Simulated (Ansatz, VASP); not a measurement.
**Two plane-wave programs on RhPb3**

```
Rh Pb
1.0
     4.68741    0.00000    0.00000
     0.00000    4.68741    0.00000
     0.00000    0.00000    4.68741
Rh Pb
1 3
Direct
  0.00000 0.00000 0.00000
  0.00000 0.50000 0.50000
  0.50000 0.00000 0.50000
  0.50000 0.50000 0.00000
```

Alike in both runs: task single point; functional PBE; k mesh 4 × 4 × 4; occupations gaussian, width 0.1 eV; no spin polarisation.

```csv
,VASP,Ansatz
version,VASP 6.6.1,Ansatz 0.2.0
potentials or method,"VASP PAW PBE potentials, release 64 (Rh_pv, Pb_d)","scalar-relativistic, plane waves, PAW"
plane-wave cutoff (eV),520,420
valence electrons in the cell,57,59
```

|  | VASP | Ansatz | Ansatz less VASP |
| --- | --- | --- | --- |
| gap on the k mesh at the Fermi level (eV) | none | none | - |
| pressure (GPa) | -0.7 | -0.6 | +0.04 |

A gap of «none» marks a metal or a gap that the smearing closes. The functional is the same, so the differences come from potentials, cutoffs and numerics. The two sets of potentials don't hold the same shells in valence.

Spin-orbit coupling is left out, which matters for the levels of Pb.
